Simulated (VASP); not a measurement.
Output of a VASP run:

File OSZICAR:
```
       N       E                     dE             d eps       ncg     rms          rms(c)
DAV:   1     0.291739261393E+03    0.29174E+03   -0.19156E+04  1784   0.119E+03
DAV:   2    -0.352891469507E+02   -0.32703E+03   -0.31253E+03  1636   0.351E+02
DAV:   3    -0.582134215505E+02   -0.22924E+02   -0.22672E+02  1788   0.993E+01
DAV:   4    -0.587756638926E+02   -0.56224E+00   -0.55987E+00  1808   0.158E+01
DAV:   5    -0.587880858930E+02   -0.12422E-01   -0.12419E-01  1852   0.260E+00    0.149E+01
DAV:   6    -0.522492716737E+02    0.65388E+01   -0.20810E+01  1740   0.476E+01    0.167E+01
DAV:   7    -0.505213255435E+02    0.17279E+01   -0.20130E+00  1616   0.119E+01    0.109E+01
DAV:   8    -0.491567365333E+02    0.13646E+01   -0.36923E-01  1588   0.592E+00    0.632E+00
DAV:   9    -0.497067803926E+02   -0.55004E+00   -0.47501E-01  1576   0.573E+00    0.147E+00
DAV:  10    -0.497173675119E+02   -0.10587E-01   -0.36858E-02  1808   0.213E+00    0.408E-01
DAV:  11    -0.497858836244E+02   -0.68516E-01   -0.40935E-02  1600   0.132E+00    0.186E-01
DAV:  12    -0.497882758036E+02   -0.23922E-02   -0.22119E-03  1740   0.355E-01    0.151E-01
DAV:  13    -0.497884245321E+02   -0.14873E-03   -0.78721E-04  1704   0.154E-01    0.977E-02
DAV:  14    -0.497886700417E+02   -0.24551E-03   -0.54310E-04  1672   0.148E-01    0.954E-02
DAV:  15    -0.497887126002E+02   -0.42559E-04   -0.18382E-05  1812   0.319E-02    0.910E-02
DAV:  16    -0.497885041901E+02    0.20841E-03   -0.41772E-05  1648   0.476E-02    0.372E-02
DAV:  17    -0.497888763406E+02   -0.37215E-03   -0.22295E-04  1592   0.102E-01    0.461E-02
DAV:  18    -0.497888782760E+02   -0.19354E-05   -0.48069E-06  1824   0.165E-02    0.232E-02
DAV:  19    -0.497888791471E+02   -0.87114E-06   -0.24396E-07  1036   0.322E-03
   1 F= -.49788879E+02 E0= -.49788879E+02  d E =-.497889E+02  mag=    10.0000
       N       E                     dE             d eps       ncg     rms          rms(c)
DAV:   1    -0.497888009289E+02    0.77347E-04   -0.21573E-02  2076   0.306E+00    0.199E-01
DAV:   2    -0.497890179469E+02   -0.21702E-03   -0.61046E-03  1672   0.735E-01    0.121E-01
DAV:   3    -0.497890478393E+02   -0.29892E-04   -0.33788E-04  2072   0.180E-01    0.529E-02
DAV:   4    -0.497890617690E+02   -0.13930E-04   -0.43696E-05  1840   0.607E-02    0.308E-02
DAV:   5    -0.497890408709E+02    0.20898E-04   -0.11155E-05  1852   0.271E-02    0.172E-02
DAV:   6    -0.497890387473E+02    0.21236E-05   -0.24143E-06  1444   0.150E-02    0.890E-03
DAV:   7    -0.497890377218E+02    0.10254E-05   -0.63798E-07   860   0.742E-03    0.460E-03
DAV:   8    -0.497890358765E+02    0.18453E-05   -0.22977E-07   840   0.462E-03    0.115E-03
DAV:   9    -0.497890350605E+02    0.81605E-06   -0.73071E-08   844   0.254E-03
   2 F= -.49789035E+02 E0= -.49789035E+02  d E =-.155913E-03  mag=    10.0000
```

### OUTCAR
```
------------------------ aborting loop because EDIFF is reached ----------------------------------------
  FORCE on cell =-STRESS in cart. coord.  units (eV):
  Direction    XX          YY          ZZ          XY          YZ          ZX
  --------------------------------------------------------------------------------------
  Total        0.0425196      0.0425197     -0.0286037      0.0000000      0.0000000      0.0000000
  in kB        0.7614112      0.7614114     -0.5122153      0.0000000      0.0000000      0.0000000
  external PRESSURE =       0.3368691 kB  Pullay stress =       0.0000000 kB
  volume of cell :       89.47
      direct lattice vectors                 reciprocal lattice vectors
     3.991423225  0.000000000 -0.000000000     0.250537200  0.144647701  0.000000000
    -1.995711612  3.456674370  0.000000000    -0.000000000  0.289295402  0.000000000
     0.000000000  0.000000000  6.484772447     0.000000000 -0.000000000  0.154207416
 POSITION                                       TOTAL-FORCE (eV/Angst)
 -----------------------------------------------------------------------------------
     -0.00000      2.30445      6.47984         0.000000      0.000000     -0.018327
      1.99571      1.15222      3.23746        -0.000000      0.000000     -0.018327
     -0.00000      2.30445      2.43672        -0.000000     -0.000000      0.018327
      1.99571      1.15222      5.67910         0.000000     -0.000000      0.018327
 -----------------------------------------------------------------------------------
    total drift:                               -0.001990      0.001151     -0.014604
  FREE ENERGIE OF THE ION-ELECTRON SYSTEM (eV)
  ---------------------------------------------------
  free  energy   TOTEN  =       -49.7890350605 eV

  energy  without entropy=      -49.7890350605  energy(sigma->0) =      -49.78903506

 total charge

# of ion       s       p       d       tot
------------------------------------------
    1        0.266   6.204   4.874  11.344
    2        0.266   6.204   4.874  11.344
    3        1.301   2.490   0.000   3.791
    4        1.301   2.490   0.000   3.791
--------------------------------------------------
tot          3.135  17.387   9.747  30.270

 magnetization (x)

# of ion       s       p       d       tot
------------------------------------------
    1        0.047   0.062   4.363   4.473
    2        0.047   0.062   4.363   4.473
    3        0.013   0.062   0.000   0.075
    4        0.013   0.062   0.000   0.075
--------------------------------------------------
tot          0.121   0.248   8.727   9.095

 reached required accuracy - stopping structural energy minimisation
```
(Selected blocks of OUTCAR.)

**POSCAR**
```
MnS
1
    3.9911747175     0.0000000000     0.0000000000
   -1.9955873587     3.4564591556     0.0000000000
   -0.0000000000     0.0000000000     6.4911089848
Mn S
2 2
Direct
  0.3333330000   0.6666670000   0.9993949778
  0.6666670000   0.3333330000   0.4993949778
  0.3333330000   0.6666670000   0.3756050222
  0.6666670000   0.3333330000   0.8756050222
```

Task: Reconstruct the remaining input files.

Result: One answer among several that fit: the input of the run itself, r2SCAN meta-GGA, plane waves, VASP's PBE PAW potentials (set 64).

**INCAR**
```
ALGO = Normal
EDIFF = 1E-6
EDIFFG = -0.02
ENCUT = 400
IBRION = 2
ISIF = 3
ISMEAR = 0
ISPIN = 2
LASPH = .TRUE.
LCHARG = .FALSE.
LMAXMIX = 4
LMIXTAU = .TRUE.
LORBIT = 10
LREAL = .FALSE.
LWAVE = .FALSE.
MAGMOM = 2*4.5 2*0.1
METAGGA = R2SCAN
NELM = 100
NSW = 60
PREC = Accurate
SIGMA = 0.05
SYSTEM = MnS
```

### KPOINTS
```
Automatic
0
Gamma
6 6 3
```

POTCAR, in this order: Mn_pv S (PBE.64 set). Program: vasp_std.

The moments were started parallel, and other spin orders were not tried in this run.

The structure was generated: MnS was put into the wurtzite type (P6_3mc), which need not be its known phase. This run relaxes it. Symmetry was kept, so distortions that lower it aren't found. The start is the result of an earlier pass.
